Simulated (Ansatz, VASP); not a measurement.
# Two plane-wave programs on Ca3Zr

```xyz
4
Lattice="4.6018 0.0000 0.0000 0.0000 4.6018 0.0000 0.0000 0.0000 4.5545" Properties=species:S:1:pos:R:3 pbc="T T T"
Ca    0.0000    2.3009    2.2773
Ca    2.3009    0.0000    2.2773
Ca    2.3009    2.3009    0.0000
Zr    0.0000    0.0000    0.0000
```

Alike in both runs: task single point; functional PBE; k mesh 4 × 4 × 4; occupations gaussian, width 0.1 eV; no spin polarisation.

|  | VASP | Ansatz |
| --- | --- | --- |
| version | VASP 6.6.1 | Ansatz 0.2.0 |
| potentials or method | VASP PAW PBE potentials, release 64 (Ca_sv, Zr_sv) | scalar-relativistic, plane waves, PAW |
| plane-wave cutoff (eV) | 520 | 420 |
| valence electrons in the cell | 42 | 42 |

VASP gave:

| Property | Result |
| --- | --- |
| gap on the k mesh at the Fermi level (eV) | none |
| pressure (GPa) | 16.4 |

**Question.** Estimate Ansatz's values.

**Answer.** gap on the k mesh at the Fermi level (eV): none; pressure (GPa): 16.3.

A gap of «none» marks a metal or a gap that the smearing closes. The functional is the same, so the differences come from potentials, cutoffs and numerics.

Caveats: so large a pressure means that the cell lies far from this level's equilibrium, or that cutoff or potentials fall short (VASP).
